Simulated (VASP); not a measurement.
# BePt (Fm-3m) in VASP: reference runs

Aim: a first look at BePt with PBE, on the cell as given.

Program: VASP 6.6.1. These are calculated values, not measurements. Logs are shortened: lines on timing, memory, paths and dates and some standing lists are left out, and cuts for length are marked.

## (1) The crystal as given

Symmetry: Fm-3m, No. 225, cubic system. Conventional cell: a = 4.565 Å, b = 4.565 Å, c = 4.565 Å, α = 90.00°, β = 90.00°, γ = 90.00°. Be (site symmetry m-3m) is surrounded by 6 Pt at 2.28 Å. Pt (site symmetry m-3m) is surrounded by 6 Be at 2.28 Å.

The cell was built by a generator and needn't be a form met in nature.

## (2) Single point, PBE

Contents of INCAR:

```
  PREC = Accurate
  ENCUT = 520
  EDIFF = 1E-7
  ISMEAR = -1
  SIGMA = 0.05
  LREAL = F
  LASPH = T
  NELM = 80
  ALGO = Normal
  ISIF = 2
  LWAVE = F
  LCHARG = F
  GGA = PE
  NBANDS = 13
```

Contents of KPOINTS:

```
Automatic mesh
0
Gamma
  10 10 10
```

Contents of POSCAR:

```
BePt
1.0
    0.0000000000      2.2824940500      2.2824940500
    2.2824940500      0.0000000000      2.2824940500
    2.2824940500      2.2824940500      0.0000000000
Be Pt
1 1
Direct
    0.0000000000      0.0000000000      0.0000000000
    0.5000000000      0.5000000000      0.5000000000
```

Potentials or basis: VASP PAW PBE potentials, release 64 (Be, Pt).

Launch:

```sh
$ cat potpaw_PBE.64/Be/POTCAR potpaw_PBE.64/Pt/POTCAR > POTCAR
$ mpirun -np 1 vasp_std > vasp.out
```

OUTCAR:

```text
PREC = Accurate
   ENCUT = 520
   EDIFF = 1E-7
   ISMEAR = -1
   LREAL = F
   LASPH = T
   NELM = 80
   ISIF = 2
   GGA = PE

 ion  position               nearest neighbor table
   1  0.000  0.000  0.000-   2 2.28   2 2.28   2 2.28   2 2.28   2 2.28   2 2.28
   2  0.500  0.500  0.500-   1 2.28   1 2.28   1 2.28   1 2.28   1 2.28   1 2.28

  LATTYP: Found a face centered cubic cell.
 ALAT       =     4.5649881000

  Lattice vectors:

 A1 = (   0.0000000000,   2.2824940500,   2.2824940500)
 A2 = (   2.2824940500,   0.0000000000,   2.2824940500)
 A3 = (   2.2824940500,   2.2824940500,   0.0000000000)

Analysis of symmetry for initial positions (statically):
=====================================================================
 Subroutine PRICEL returns:
 Original cell was already a primitive cell.

 Routine SETGRP: Setting up the symmetry group for a
 face centered cubic supercell.

 Subroutine GETGRP returns: Found 48 space group operations
 (whereof 48 operations were pure point group operations)
 out of a pool of 48 trial point group operations.

The static configuration has the point symmetry O_h .

Analysis of symmetry for dynamics (positions and initial velocities):
=====================================================================
 Subroutine PRICEL returns:
 Original cell was already a primitive cell.

 Routine SETGRP: Setting up the symmetry group for a
 face centered cubic supercell.

 Subroutine GETGRP returns: Found 48 space group operations
 (whereof 48 operations were pure point group operations)
 out of a pool of 48 trial point group operations.

The dynamic configuration has the point symmetry O_h .

 Subroutine INISYM returns: Found 48 space group operations
 (whereof 48 operations are pure point group operations),
 and found     1 'primitive' translations

----------------------------------------------------------------------------------------

                                     Primitive cell

  volume of cell :      23.7826

  direct lattice vectors                    reciprocal lattice vectors
     0.000000000  2.282494050  2.282494050    -0.219058621  0.219058621  0.219058621
     2.282494050  0.000000000  2.282494050     0.219058621 -0.219058621  0.219058621
     2.282494050  2.282494050  0.000000000     0.219058621  0.219058621 -0.219058621

  length of vectors
     3.227934042  3.227934042  3.227934042     0.379420662  0.379420662  0.379420662

  position of ions in fractional coordinates (direct lattice)
     0.000000000  0.000000000  0.000000000
     0.500000000  0.500000000  0.500000000

  ion indices of the primitive-cell ions
   primitive index   ion index
                 1           1
                 2           2

----------------------------------------------------------------------------------------

 KPOINTS: Automatic mesh

Automatic generation of k-mesh.
 Grid dimensions read from file:
 generate k-points for:   10   10   10

 Generating k-lattice:

  Cartesian coordinates                     Fractional coordinates (reciprocal lattice)
    -0.021905862  0.021905862  0.021905862     0.100000000  0.000000000  0.000000000
     0.021905862 -0.021905862  0.021905862     0.000000000  0.100000000  0.000000000
     0.021905862  0.021905862 -0.021905862     0.000000000  0.000000000  0.100000000

  Length of vectors
     0.037942066  0.037942066  0.037942066

  Shift w.r.t. Gamma in fractional coordinates (k-lattice)
     0.000000000  0.000000000  0.000000000

 Subroutine IBZKPT returns following result:
 ===========================================

 Found     47 irreducible k-points:

 Following reciprocal coordinates:
            Coordinates               Weight
  0.000000  0.000000  0.000000      1.000000
  0.100000  0.000000  0.000000      8.000000
  0.200000  0.000000  0.000000      8.000000
  0.300000  0.000000  0.000000      8.000000
  0.400000  0.000000  0.000000      8.000000
  0.500000  0.000000  0.000000      4.000000
[... 16 lines left out ...]
  0.300000  0.300000  0.000000      6.000000
  0.400000  0.300000  0.000000     24.000000
 [... further k-points ...]
   k-points           NKPTS =     47   k-points in BZ     NKDIM =     47   number of bands    NBANDS=     13
   number of dos      NEDOS =    301   number of ions     NIONS =      2
   total plane-waves  NPLWV =  13824
   dimension x,y,z NGX =    24 NGY =   24 NGZ =   24
   dimension x,y,z NGXF=    48 NGYF=   48 NGZF=   48
   ions per type =               1   1
   NGX,Y,Z   is equivalent  to a cutoff of  12.36, 12.36, 12.36 a.u.
   NGXF,Y,Z  is equivalent  to a cutoff of  24.72, 24.72, 24.72 a.u.
 SYSTEM =  unknown system
   PREC   = accura    normal or accurate (medium, high low for compatibility)
   ISTART =      0    job   : 0-new  1-cont  2-samecut
   ICHARG =      2    charge: 1-file 2-atom 10-const
   ISPIN  =      1    spin polarized calculation?
   LNONCOLLINEAR =      F non collinear calculations
   LSORBIT =      F    spin-orbit coupling
   LASPH  =      T    aspherical Exc in radial PAW
   ENCUT  =  520.0 eV  38.22 Ry    6.18 a.u.   6.00  6.00  6.00*2*pi/ulx,y,z
   NELM   =     80;   NELMIN=  2; NELMDL= -5     # of ELM steps
   EDIFF  = 0.1E-06   stopping-criterion for ELM
   LREAL  =      F    real-space projection
   EDIFFG = 0.1E-05   stopping-criterion for IOM
   NSW    =      0    number of steps for IOM
   IBRION =     -1    ionic relax: 0-MD 1-quasi-New 2-CG
   NFREE  =      0    steps in history (QN), initial steepest desc. (CG)
   ISIF   =      2    stress and relaxation
   ISYM   =      2    0-nonsym 1-usesym 2-fastsym
   POTIM  = 0.5000    time-step for ionic-motion
   TEBEG  =    0.0;   TEEND  =   0.0 temperature during run
   PSTRESS=    0.0 pullay stress
   NELECT =      12.0000    total number of electrons
   NUPDOWN=      -1.0000    fix difference up-down
   EMIN   =  10.00;   EMAX   =-10.00  energy-range for DOS
   EFERMI =   0.00;   METHOD = LEGACY
   ISMEAR =    -1;   SIGMA  =   0.05  broadening in eV -4-tet -1-fermi 0-gaus
   EFERMI_NEDOS =   21; number of points for ismear=-14 and -15
   IALGO  =     38    algorithm
   IMIX   =      4    mixing-type and parameters
     AMIX     =   0.40;   BMIX     =  1.00
     AMIX_MAG =   1.60;   BMIX_MAG =  1.00
  volume/ion in A,a.u.               =      11.89        80.25
  Fermi-wavevector in a.u.,A,eV,Ry     =   1.303314  2.462906 23.111214  1.698626
  Thomas-Fermi vector in A             =   2.434324
   LORBIT       =      0    0 simple, 1 ext, 2 COOP (PROOUT), +10 PAW based schemes
   GGA     = PE    functional components
   LHFCALC =     F    Hartree Fock is set to
   AEXX    =    0.0000 exact exchange contribution
   IVDW    =     0    specifies the selected vdW correction
   LEPSILON=     F    determine dielectric tensor
   LRPA    =     F    only Hartree local field effects (RPA)
 non-spin polarized calculation
  energy-cutoff  :      520.00
  volume of cell :       23.78
 maximum number of plane-waves:       656
   NGX = 13   NGY = 13   NGZ = 13

 number of electron      12.0000000 magnetization

 Free energy of the ion-electron system (eV)
  ---------------------------------------------------
  ext. energy  EPLUGINS =         0.00000000
  ---------------------------------------------------
  free energy    TOTEN  =       -10.30372149 eV

  energy without entropy =      -10.29865383  energy(sigma->0) =      -10.30118766

 E-fermi :   9.3397     XC(G=0): -12.2399

 val. band max:        9.3391175447   @ k =  -0.3000   0.4000   0.2000
 cond. band min:       9.4257766006   @ k =   0.5000   0.0000   0.0000
 fundamental gap:      0.0866590559
 Fermi energy:         9.3396571584

 k-point     1 :       0.0000    0.0000    0.0000
  band No.  band energies     occupation
      1      -0.9608      2.00000
      2       5.5635      2.00000
      3       5.5635      2.00000
      4       5.5635      2.00000
      5       6.2294      2.00000
      6       6.2294      2.00000
      7      15.1676      0.00000
      8      15.1676      0.00000
      9      15.1676      0.00000
     10      21.1668      0.00000
     11      28.4045      0.00000
     12      28.7297      0.00000
     13      28.7297      0.00000

 k-point     2 :       0.1000    0.0000    0.0000
  band No.  band energies     occupation
      1      -0.7224      2.00000
      2       5.4257      2.00000
      3       5.6152      2.00000
      4       5.6152      2.00000
      5       6.1167      2.00000
      6       6.1167      2.00000
      7      14.9029      0.00000
      8      15.5939      0.00000
      9      15.5939      0.00000
     10      21.3456      0.00000
     11      26.8710      0.00000
     12      27.6662      0.00000
     13      27.6662      0.00000

 k-point     3 :       0.2000    0.0000    0.0000
  band No.  band energies     occupation
      1      -0.0505      2.00000
      2       5.1264      2.00000
      3       5.3761      2.00000
      4       5.3761      2.00000
      5       6.2765      2.00000
      6       6.2765      2.00000
      7      14.0133      0.00000
      8      16.6936      0.00000
      9      16.6936      0.00000
     10      21.1897      0.00000
     11      25.5084      0.00000
     12      25.5084      0.00000
     13      25.6759      0.00000
[... 305 lines left out ...]
 k-point    23 :       0.3000    0.3000    0.0000
  band No.  band energies     occupation
      1       1.5683      2.00000
      2       4.3866      2.00000
      3       4.4693      2.00000
      4       6.6477      2.00000
      5       6.6477      2.00000
      6       6.7827      2.00000
      7      13.6790      0.00000
      8      13.6790      0.00000
      9      17.3608      0.00000
     10      19.3101      0.00000
     11      22.8316      0.00000
     12      26.4384      0.00000
     13      26.4384      0.00000

 k-point    24 :       0.4000    0.3000    0.0000
  band No.  band energies     occupation
      1       2.1886      2.00000
      2       4.2527      2.00000
      3       4.4920      2.00000
      4       6.3570      2.00000
      5       7.2612      2.00000
      6       7.3925      2.00000
      7      12.2597      0.00000
      8      13.3630      0.00000
      9      15.6455      0.00000
     10      20.2799      0.00000
     11      22.8833      0.00000
     12      26.6595      0.00000
     13      26.9428      0.00000

 [... further k-points ...]

------------------------ aborting loop because EDIFF is reached ----------------------------------------

  FORCE on cell =-STRESS in cart. coord.  units (eV):
  Direction    XX          YY          ZZ          XY          YZ          ZX
  --------------------------------------------------------------------------------------
  -------------------------------------------------------------------------------------
  Total        1.7866461      1.7866461      1.7866461     -0.0000000     -0.0000000      0.0000000
  in kB      120.3622096    120.3622096    120.3622096     -0.0000000     -0.0000000      0.0000000
  external PRESSURE =     120.3622096 kB  Pullay stress =       0.0000000 kB

 VOLUME and BASIS-vectors are now :
 -----------------------------------------------------------------------------
  energy-cutoff  :      520.00
  volume of cell :       23.78
      direct lattice vectors                 reciprocal lattice vectors
     0.000000000  2.282494050  2.282494050    -0.219058621  0.219058621  0.219058621
     2.282494050  0.000000000  2.282494050     0.219058621 -0.219058621  0.219058621
     2.282494050  2.282494050  0.000000000     0.219058621  0.219058621 -0.219058621

 POSITION                                       TOTAL-FORCE (eV/Angst)
 -----------------------------------------------------------------------------------
      0.00000      0.00000      0.00000         0.000000      0.000000      0.000000
      2.28249      2.28249      2.28249        -0.000000     -0.000000      0.000000
 -----------------------------------------------------------------------------------
    total drift:                               -0.000000     -0.000000      0.000000

  FREE ENERGIE OF THE ION-ELECTRON SYSTEM (eV)
  ---------------------------------------------------
  free  energy   TOTEN  =       -10.3037214890 eV

  energy  without entropy=      -10.2986538252  energy(sigma->0) =      -10.30118766
```

Run time: 8.8 s. Hardware: 1 thread of Intel Xeon 6975P-C (Granite Rapids), shared host; peak memory 0.13 GiB.

What came out:

```
Free energy            : -10.3037 eV
Pressure               : 12.0 GPa
Band gap on the k mesh : none (metal or under the smearing width)
```

Levels at points of the mesh, in eV from the Fermi level:
```csv
k point,band 2,band 3,band 4,band 5,band 6,band 7,band 8,band 9,band 10,band 11
"(0.00, 0.00, 0.00)",-3.78,-3.78,-3.78,-3.11,-3.11,5.83,5.83,5.83,11.83,19.06
"(0.50, 0.00, 0.00)",-4.89,-4.89,-3.63,-1.88,-1.88,0.09,10.08,11.00,11.00,11.25
"(0.50, 0.50, 0.00)",-5.36,-2.96,-2.24,-1.40,-1.40,1.95,2.17,2.17,11.49,14.10
```
